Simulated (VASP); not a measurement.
# NaF: relaxation of cell and atoms with RPBE

The system is NaF.

```
CELL_PARAMETERS angstrom
0.00000 2.32000 2.32000
2.32000 0.00000 2.32000
2.32000 2.32000 0.00000
ATOMIC_POSITIONS crystal
Na 0.00000 0.00000 0.00000
F 0.50000 0.50000 0.50000
```

| Quantity | Value |
| --- | --- |
| Program | VASP 6.6.1 |
| Task | relaxation of cell and atoms |
| Functional | RPBE |
| Potentials or basis | VASP PAW PBE potentials, release 64 (Na_pv, F) |
| Cutoff | 600 eV |
| k mesh | 8 × 8 × 8 |
| Occupations | gaussian, width 0.02 eV |
| Spin | no spin polarisation |
| Further INCAR settings | ALGO = Fast; EDIFF = 1e-07; IBRION = 2; EDIFFG = -0.005; NSW = 90; ISIF = 3 |

```json
{
  "Relaxed volume": "13.92 Å³/atom",
  "Relaxed cell": "a = 3.402 Å, b = 3.402 Å, c = 3.402 Å, α = 60.00°, β = 60.00°, γ = 60.00°",
  "Space group after relaxing (to 0.05 Å)": "Fm-3m (No. 225)",
  "Energy gained by relaxing": "21.5 meV/atom",
  "Ionic steps": "5",
  "Pressure after relaxing": "0.0 GPa",
  "Band gap on the k mesh": "6.04 eV, direct"
}
```

The path:
| step | energy change (eV) | largest force (eV/Å) | pressure (GPa) | volume (Å³) |
| --- | --- | --- | --- | --- |
| 1 | 0.0000 | 0.0000 | 5.26 | 24.97 |
| 2 | -0.0341 | 0.0000 | 2.14 | 26.48 |
| 3 | -0.0428 | 0.0000 | -0.36 | 28.18 |
| 4 | -0.0431 | 0.0000 | -0.08 | 27.91 |
| 5 | -0.0431 | 0.0000 | 0.00 | 27.84 |

Final structure:
```
Na F
1.0
     0.00000    2.40564    2.40564
     2.40564    0.00000    2.40564
     2.40564    2.40564    0.00000
Na F
1 1
Direct
  0.00000 0.00000 0.00000
  0.50000 0.50000 0.50000
```

Levels at points of the mesh, in eV from the valence-band top:
```csv
k point,band 4,band 5,band 6,band 7,band 8,band 9,band 10,band 11
"(0.00, 0.00, 0.00)",-19.12,0.00,0.00,0.00,6.04,18.45,18.45,18.45
"(0.50, 0.00, 0.00)",-18.54,-1.31,-0.20,-0.20,10.43,11.83,19.21,19.21
"(0.50, 0.50, 0.00)",-18.94,-1.07,-0.34,-0.34,12.58,12.81,13.25,18.66
```

Run time: 72 s on 1 thread of AMD EPYC 7R13 Processor (Zen 3), on a shared host, peak memory 0.12 GiB.

Caveat: the PAW data sets were made with another functional, which shifts forces and pressure a little; the volume moved by +11 % from the deposited cell, more than functionals usually miss. RPBE and its kin give volumes clearly too large for solids.
